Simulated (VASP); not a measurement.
```
RhTe
1.0
    3.26485     0.00000     0.00000
    0.00000     3.26485     0.00000
    0.00000     0.00000     3.26485
Rh Te
1 1
Cartesian
  0.00000   0.00000   0.00000
  1.63243   1.63243   1.63243
```
Cell charge +0.5.

These are PBE GGA, VASP's PBE PAW potentials (set 64) (plane waves; VASP) values and carry that method's errors. Numerical set-up: NELECT = 20.5, 400 eV cut-off, 7×7×7 Γ-centred mesh, Gaussian smearing of 0.050 eV, potentials Rh_pv Te.

The cell is charged, with a uniform compensating background.

**Question.** Give the stress tensor in GPa (positive for a compressed cell).

**Answer.** 
```
-29.18    0.00    0.00
  0.00  -29.18    0.00
  0.00    0.00  -29.18
```
The pressure is its mean diagonal, -29.18 GPa.

The structure was generated: TeRh was put into the CsCl type (Pm-3m), which need not be its known phase. The cell was not relaxed at this level. The run is one of a series of settings (NELECT = 20.5 against the base run), some of them coarse on purpose.
